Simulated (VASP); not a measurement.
# AlB2Sb3 (Cmc2_1) in VASP: a series of runs

The runs below take AlB2Sb3 through single point, with PBE.

All numbers are computed with VASP 6.6.1; they aren't measurements. Logs are shortened: lines on timing, memory, paths and dates and some standing lists are left out, and cuts for length are marked.

### 1 The crystal as given

It takes space group Cmc2_1 (No. 36, orthorhombic). The conventional cell has a = 11.854 Å, b = 6.837 Å, c = 6.461 Å, α = 90.00°, β = 90.00°, γ = 90.00°. Al (site symmetry m) has 4 Sb at 2.66 to 2.67 Å as nearest neighbours. B (site symmetry 1) has 4 Sb at 2.31 to 2.33 Å as nearest neighbours. Around Sb (site symmetry 1) lie 3 B at 2.31 to 2.33 Å. Sb (site symmetry m) is surrounded by 2 B at 2.31 Å.

The cell was built by a generator and needn't be a form met in nature.

### 2 Single point, PBE

INCAR

```
ALGO = Fast ; EDIFF = 1E-5
ENCUT = 520 ; GGA = PE
ISIF = 2 ; ISMEAR = 0
LASPH = T ; LCHARG = F
LREAL = Auto ; LWAVE = F
NELM = 80 ; PREC = Normal
SIGMA = 0.15
```

KPOINTS

```
k-points
0
Gamma
  4 4 4
```

POSCAR

```
AlB2Sb3
1.0
    5.9268200000     -3.4186700000      0.0000000000
    5.9268200000      3.4186700000      0.0000000000
    0.0000000000      0.0000000000      6.4607900000
Al B Sb
2 4 6
Direct
    0.8338540000      0.1661460000      0.9995020000
    0.1661460000      0.8338540000      0.4995020000
    0.5185940000      0.8268710000      0.9992550000
    0.1731290000      0.4814060000      0.9992550000
    0.4814060000      0.1731290000      0.4992550000
    0.8268710000      0.5185940000      0.4992550000
    0.4697150000      0.1589890000      0.8597360000
    0.8410110000      0.5302850000      0.8597360000
    0.2149290000      0.7850710000      0.9078050000
    0.5302850000      0.8410110000      0.3597360000
    0.1589890000      0.4697150000      0.3597360000
    0.7850710000      0.2149290000      0.4078050000
```

Potentials or basis: VASP PAW PBE potentials, release 64 (Al, B, Sb).

On the command line:

```bash
$ cat potpaw_PBE.64/Al/POTCAR potpaw_PBE.64/B/POTCAR potpaw_PBE.64/Sb/POTCAR > POTCAR
$ mpirun -np 1 vasp_std > vasp.out
```

OUTCAR:

```text
EDIFF = 1E-5
   ENCUT = 520
   GGA = PE
   ISIF = 2
   ISMEAR = 0
   LASPH = T
   LREAL = Auto
   NELM = 80
   PREC = Normal

 ion  position               nearest neighbor table
   1  0.834  0.166  1.000-  12 2.66   9 2.67   7 2.67   8 2.67
   2  0.166  0.834  0.500-   9 2.66  12 2.67  11 2.67  10 2.67
   3  0.519  0.827  0.999-   8 2.31   7 2.31   9 2.31  10 2.33
   4  0.173  0.481  0.999-   7 2.31   8 2.31   9 2.31  11 2.33
   5  0.481  0.173  0.499-  11 2.31  10 2.31  12 2.31   7 2.33
   6  0.827  0.519  0.499-  10 2.31  11 2.31  12 2.31   8 2.33
   7  0.470  0.159  0.860-   4 2.31   3 2.31   5 2.33   1 2.67   9 3.74   8 3.74   8 3.74   9 3.76
                            12 3.76
   8  0.841  0.530  0.860-   3 2.31   4 2.31   6 2.33   1 2.67   9 3.74   7 3.74   7 3.74   9 3.76
                            12 3.76
   9  0.215  0.785  0.908-   3 2.31   4 2.31   2 2.66   1 2.67   8 3.74   7 3.74   8 3.76   7 3.76
                            11 3.76  10 3.76
  10  0.530  0.841  0.360-   6 2.31   5 2.31   3 2.33   2 2.67  12 3.74  11 3.74  11 3.74  12 3.76
                             9 3.76
  11  0.159  0.470  0.360-   5 2.31   6 2.31   4 2.33   2 2.67  12 3.74  10 3.74  10 3.74  12 3.76
                             9 3.76
  12  0.785  0.215  0.408-   5 2.31   6 2.31   1 2.66   2 2.67  10 3.74  11 3.74  11 3.76  10 3.76
                             8 3.76   7 3.76

  LATTYP: Found a base centered orthorhombic cell.
 ALAT       =     6.8373400000
 B/A-ratio  =     1.7336625062
 C/A-ratio  =     0.9449274133

  Lattice vectors:

 A1 = (  -5.9268200000,  -3.4186700000,   0.0000000000)
 A2 = (   5.9268200000,  -3.4186700000,   0.0000000000)
 A3 = (   0.0000000000,   0.0000000000,   6.4607900000)

Analysis of symmetry for initial positions (statically):
=====================================================================
 Subroutine PRICEL returns:
 Original cell was already a primitive cell.

 Routine SETGRP: Setting up the symmetry group for a
 base centered orthorhombic supercell.

 Subroutine GETGRP returns: Found  4 space group operations
 (whereof  2 operations were pure point group operations)
 out of a pool of  8 trial point group operations.

The static configuration has the point symmetry C_1h.
 The point group associated with its full space group is C_2v.

Analysis of symmetry for dynamics (positions and initial velocities):
=====================================================================
 Subroutine PRICEL returns:
 Original cell was already a primitive cell.

 Routine SETGRP: Setting up the symmetry group for a
 base centered orthorhombic supercell.

 Subroutine GETGRP returns: Found  4 space group operations
 (whereof  2 operations were pure point group operations)
 out of a pool of  8 trial point group operations.

The dynamic configuration has the point symmetry C_1h.
 The point group associated with its full space group is C_2v.

 Subroutine INISYM returns: Found  4 space group operations
 (whereof  2 operations are pure point group operations),
 and found     1 'primitive' translations

----------------------------------------------------------------------------------------

                                     Primitive cell

  volume of cell :     261.8150

  direct lattice vectors                    reciprocal lattice vectors
     5.926820000 -3.418670000  0.000000000     0.084362272 -0.146255708  0.000000000
     5.926820000  3.418670000  0.000000000     0.084362272  0.146255708  0.000000000
     0.000000000  0.000000000  6.460790000     0.000000000  0.000000000  0.154779833

  length of vectors
     6.842112238  6.842112238  6.460790000     0.168842308  0.168842308  0.154779833

  position of ions in fractional coordinates (direct lattice)
     0.833854000  0.166146000  0.999502000
     0.166146000  0.833854000  0.499502000
     0.518594000  0.826871000  0.999255000
     0.173129000  0.481406000  0.999255000
     0.481406000  0.173129000  0.499255000
     0.826871000  0.518594000  0.499255000
     0.469715000  0.158989000  0.859736000
     0.841011000  0.530285000  0.859736000
     0.214929000  0.785071000  0.907805000
     0.530285000  0.841011000  0.359736000
     0.158989000  0.469715000  0.359736000
     0.785071000  0.214929000  0.407805000

  ion indices of the primitive-cell ions
   primitive index   ion index
                 1           1
                 2           2
                 3           3
                 4           4
                 5           5
                 6           6
                 7           7
                 8           8
                 9           9
                10          10
                11          11
                12          12

----------------------------------------------------------------------------------------

 KPOINTS: k-points

Automatic generation of k-mesh.
 Grid dimensions read from file:
 generate k-points for:    4    4    4

 Generating k-lattice:

  Cartesian coordinates                     Fractional coordinates (reciprocal lattice)
     0.021090568 -0.036563927  0.000000000     0.250000000  0.000000000  0.000000000
     0.021090568  0.036563927  0.000000000     0.000000000  0.250000000  0.000000000
     0.000000000  0.000000000  0.038694958     0.000000000  0.000000000  0.250000000

  Length of vectors
     0.042210577  0.042210577  0.038694958

  Shift w.r.t. Gamma in fractional coordinates (k-lattice)
     0.000000000  0.000000000  0.000000000

 Subroutine IBZKPT returns following result:
 ===========================================

 Found     21 irreducible k-points:

 Following reciprocal coordinates:
            Coordinates               Weight
  0.000000  0.000000  0.000000      1.000000
  0.250000  0.000000  0.000000      4.000000
  0.500000  0.000000  0.000000      2.000000
  0.250000  0.250000  0.000000      2.000000
  0.500000  0.250000  0.000000      4.000000
 -0.250000  0.250000  0.000000      2.000000
[... 13 lines left out ...]
 -0.250000  0.250000  0.500000      2.000000
  0.500000  0.500000  0.500000      1.000000
   k-points           NKPTS =     21   k-points in BZ     NKDIM =     21   number of bands    NBANDS=     31
   number of dos      NEDOS =    301   number of ions     NIONS =     12
   total plane-waves  NPLWV =  57600
   dimension x,y,z NGX =    40 NGY =   40 NGZ =   36
   dimension x,y,z NGXF=    80 NGYF=   80 NGZF=   72
   ions per type =               2   4   6
   NGX,Y,Z   is equivalent  to a cutoff of   9.72,  9.72,  9.26 a.u.
   NGXF,Y,Z  is equivalent  to a cutoff of  19.44, 19.44, 18.53 a.u.
 SYSTEM =  unknown system
   PREC   = normal    normal or accurate (medium, high low for compatibility)
   ISTART =      0    job   : 0-new  1-cont  2-samecut
   ICHARG =      2    charge: 1-file 2-atom 10-const
   ISPIN  =      1    spin polarized calculation?
   LNONCOLLINEAR =      F non collinear calculations
   LSORBIT =      F    spin-orbit coupling
   LASPH  =      T    aspherical Exc in radial PAW
   ENCUT  =  520.0 eV  38.22 Ry    6.18 a.u.  12.72 12.72 12.01*2*pi/ulx,y,z
   NELM   =     80;   NELMIN=  2; NELMDL= -5     # of ELM steps
   EDIFF  = 0.1E-04   stopping-criterion for ELM
   LREAL  =      T    real-space projection
   EDIFFG = 0.1E-03   stopping-criterion for IOM
   NSW    =      0    number of steps for IOM
   IBRION =     -1    ionic relax: 0-MD 1-quasi-New 2-CG
   NFREE  =      0    steps in history (QN), initial steepest desc. (CG)
   ISIF   =      2    stress and relaxation
   ISYM   =      2    0-nonsym 1-usesym 2-fastsym
   POTIM  = 0.5000    time-step for ionic-motion
   TEBEG  =    0.0;   TEEND  =   0.0 temperature during run
   PSTRESS=    0.0 pullay stress
   NELECT =      48.0000    total number of electrons
   NUPDOWN=      -1.0000    fix difference up-down
   EMIN   =  10.00;   EMAX   =-10.00  energy-range for DOS
   EFERMI =   0.00;   METHOD = LEGACY
   ISMEAR =     0;   SIGMA  =   0.15  broadening in eV -4-tet -1-fermi 0-gaus
   EFERMI_NEDOS =   21; number of points for ismear=-14 and -15
   IALGO  =     68    algorithm
   IMIX   =      4    mixing-type and parameters
     AMIX     =   0.40;   BMIX     =  1.00
     AMIX_MAG =   1.60;   BMIX_MAG =  1.00
  volume/ion in A,a.u.               =      21.82       147.23
  Fermi-wavevector in a.u.,A,eV,Ry     =   0.930016  1.757475 11.768083  0.864930
  Thomas-Fermi vector in A             =   2.056360
   LORBIT       =      0    0 simple, 1 ext, 2 COOP (PROOUT), +10 PAW based schemes
   GGA     = PE    functional components
   LHFCALC =     F    Hartree Fock is set to
   AEXX    =    0.0000 exact exchange contribution
   IVDW    =     0    specifies the selected vdW correction
   LEPSILON=     F    determine dielectric tensor
   LRPA    =     F    only Hartree local field effects (RPA)
 non-spin polarized calculation
 RMM-DIIS sequential band-by-band and
 Gauss-broadening in eV      SIGMA  =   0.15
  energy-cutoff  :      520.00
  volume of cell :      261.82
 maximum number of plane-waves:      7091
   NGX = 25   NGY = 25   NGZ = 25

 number of electron      47.9999998 magnetization

 Free energy of the ion-electron system (eV)
  ---------------------------------------------------
  ext. energy  EPLUGINS =         0.00000000
  ---------------------------------------------------
  free energy    TOTEN  =       -55.66428178 eV

  energy without entropy =      -55.66421581  energy(sigma->0) =      -55.66424880

 E-fermi :   6.8484     XC(G=0):  -9.4784

 val. band max:        6.5551520108   @ k =   0.0000   0.0000   0.0000
 cond. band min:       7.1503944554   @ k =   0.5000   0.5000   0.0000
 fundamental gap:      0.5952424446
 Fermi energy:         6.8484211650

 k-point     1 :       0.0000    0.0000    0.0000
  band No.  band energies     occupation
      1      -6.1799      2.00000
      2      -4.1361      2.00000
      3      -3.5002      2.00000
      4      -3.4389      2.00000
      5      -3.1467      2.00000
      6      -3.0500      2.00000
[... 703 lines left out ...]
     30       8.7128      0.00000
     31       9.5691      0.00000

------------------------ aborting loop because EDIFF is reached ----------------------------------------

  FORCE on cell =-STRESS in cart. coord.  units (eV):
  Direction    XX          YY          ZZ          XY          YZ          ZX
  --------------------------------------------------------------------------------------
  -------------------------------------------------------------------------------------
  Total       -0.0063930     -0.0221510      0.0053164      0.0000000      0.0000000      0.0000000
  in kB       -0.0391222     -0.1355530      0.0325334      0.0000000      0.0000000      0.0000000
  external PRESSURE =      -0.0473806 kB  Pullay stress =       0.0000000 kB

 VOLUME and BASIS-vectors are now :
 -----------------------------------------------------------------------------
  energy-cutoff  :      520.00
  volume of cell :      261.82
      direct lattice vectors                 reciprocal lattice vectors
     5.926820000 -3.418670000  0.000000000     0.084362272 -0.146255708  0.000000000
     5.926820000  3.418670000  0.000000000     0.084362272  0.146255708  0.000000000
     0.000000000  0.000000000  6.460790000     0.000000000  0.000000000  0.154779833

 POSITION                                       TOTAL-FORCE (eV/Angst)
 -----------------------------------------------------------------------------------
      5.92682     -2.28267      6.45757         0.000000      0.003673      0.002353
      5.92682      2.28267      3.22718         0.000000     -0.003673      0.002353
      7.97433      1.05390      6.45598        -0.002443      0.005212      0.000327
      3.87931      1.05390      6.45598         0.002443      0.005212      0.000327
      3.87931     -1.05390      3.22558         0.002443     -0.005212      0.000327
      7.97433     -1.05390      3.22558        -0.002443     -0.005212      0.000327
      3.72622     -1.06227      5.55457        -0.006789     -0.005845      0.002919
      8.12742     -1.06227      5.55457         0.006789     -0.005845      0.002919
      5.92682      1.94913      5.86514         0.000000      0.005256     -0.008846
      8.12742      1.06227      2.32418         0.006789      0.005845      0.002919
      3.72622      1.06227      2.32418        -0.006789      0.005845      0.002919
      5.92682     -1.94913      2.63474         0.000000     -0.005256     -0.008846
 -----------------------------------------------------------------------------------
    total drift:                                0.000000      0.000000     -0.007337

  FREE ENERGIE OF THE ION-ELECTRON SYSTEM (eV)
  ---------------------------------------------------
  free  energy   TOTEN  =       -55.6642817836 eV

  energy  without entropy=      -55.6642158100  energy(sigma->0) =      -55.66424880
```

It took 57 s on 1 thread of Intel Xeon Platinum 8488C (Sapphire Rapids), shared host; peak memory 0.29 GiB.

Results:

* Free energy: -55.6643 eV
* Pressure: 0.0 GPa
* Largest force: 0.010 eV/Å
* Band gap on the k mesh: 0.60 eV, indirect (least direct gap 0.76 eV)

Forces in eV/Å, atoms in the order of the input:
```
Al   0.000  0.004  0.002
Al   0.000 -0.004  0.002
B   -0.002  0.005  0.000
B    0.002  0.005  0.000
B    0.002 -0.005  0.000
B   -0.002 -0.005  0.000
Sb  -0.007 -0.006  0.003
Sb   0.007 -0.006  0.003
Sb   0.000  0.005 -0.009
Sb   0.007  0.006  0.003
Sb  -0.007  0.006  0.003
Sb   0.000 -0.005 -0.009
```

Levels at points of the mesh, in eV from the valence-band top:
```tsv
k point	band 21	band 22	band 23	band 24	band 25	band 26	band 27	band 28
(0.00, 0.00, 0.00)	-1.52	-0.25	-0.07	0.00	0.76	1.21	1.30	1.81
(0.50, 0.00, 0.00)	-1.65	-1.64	-1.39	-1.17	0.65	2.05	2.18	2.24
(0.50, 0.50, 0.00)	-1.74	-1.61	-1.38	-1.05	0.60	1.93	2.12	2.35
(0.00, 0.00, 0.50)	-0.95	-0.95	-0.91	-0.91	1.38	1.38	1.48	1.48
(0.50, 0.00, 0.50)	-2.04	-2.04	-1.70	-1.70	0.94	0.94	1.87	1.87
(0.50, 0.50, 0.50)	-1.98	-1.98	-1.95	-1.95	1.00	1.00	1.81	1.81
```

Caveat: spin-orbit coupling is left out, which moves the levels of the heavy elements. As with any semilocal functional, this PBE gap is likely too small.

### 3 Single point, PBE

This run uses another cell than the first one, of 21.93 Å³/atom, 1.005 times its volume.

INCAR is that of step 2.

KPOINTS is that of step 2.

POSCAR

```
AlB2Sb3
1.0
    3.4293920000     -5.9686500000      0.0000000000
    3.4293920000      5.9686500000      0.0000000000
   -2.1737340000      0.0000000000      6.4283230000
Al B Sb
2 4 6
Direct
    0.0820190000      0.9159380000      0.9958550000
    0.9159380000      0.0820190000      0.4958550000
    0.4136490000      0.5824370000      0.0003540000
    0.7400290000      0.2614790000      0.0002030000
    0.5824370000      0.4136490000      0.5003540000
    0.2614790000      0.7400290000      0.5002030000
    0.6700000000      0.5136910000      0.8625840000
    0.0407460000      0.2541870000      0.8994040000
    0.4043380000      0.8708950000      0.8663480000
    0.5136910000      0.6700000000      0.3625840000
    0.2541870000      0.0407460000      0.3994040000
    0.8708950000      0.4043380000      0.3663480000
```

Potentials or basis: VASP PAW PBE potentials, release 64 (Al, B, Sb).

On the command line:

```bash
$ cat potpaw_PBE.64/Al/POTCAR potpaw_PBE.64/B/POTCAR potpaw_PBE.64/Sb/POTCAR > POTCAR
$ mpirun -np 1 vasp_std > vasp.out
```

Run time: 84 s. Hardware: 1 thread of Intel Xeon Platinum 8488C (Sapphire Rapids), shared host; peak memory 0.3 GiB.

It converged, with:

```
Free energy            : -55.4029 eV
Pressure               : 0.0 GPa
Largest force          : 0.019 eV/Å
Band gap on the k mesh : 0.59 eV, indirect (least direct gap 0.96 eV)
```

Forces in eV/Å, atoms in the order of the input:
```
Al   0.007  0.008  0.006
Al   0.007 -0.008  0.006
B   -0.009  0.007 -0.002
B   -0.003  0.003  0.004
B   -0.009 -0.007 -0.002
B   -0.003 -0.003  0.004
Sb   0.008 -0.002  0.008
Sb  -0.008 -0.010 -0.006
Sb   0.005 -0.016 -0.009
Sb   0.008  0.002  0.008
Sb  -0.008  0.010 -0.006
Sb   0.005  0.016 -0.009
```

Levels at points of the mesh, in eV from the valence-band top:
```
           k point  band 21  band 22  band 23  band 24  band 25  band 26  band 27  band 28
(0.00, 0.00, 0.00)    -1.34    -0.16    -0.08     0.00     0.98     0.99     1.86     1.86
(0.50, 0.00, 0.00)    -2.14    -1.74    -1.32    -0.85     1.45     1.52     2.15     2.42
(0.50, 0.50, 0.00)    -1.44    -1.23    -0.87    -0.45     0.59     0.82     1.09     2.22
(0.00, 0.00, 0.50)    -1.02    -1.02    -0.78    -0.78     1.36     1.36     1.98     1.98
(0.50, 0.00, 0.50)    -2.01    -1.53    -1.22    -1.21     0.76     0.87     1.15     1.71
(0.50, 0.50, 0.50)    -2.15    -2.15    -1.62    -1.62     1.41     1.41     2.01     2.01
```

Caveat: spin-orbit coupling is left out, which moves the levels of the heavy elements. A k mesh can miss the band edges.
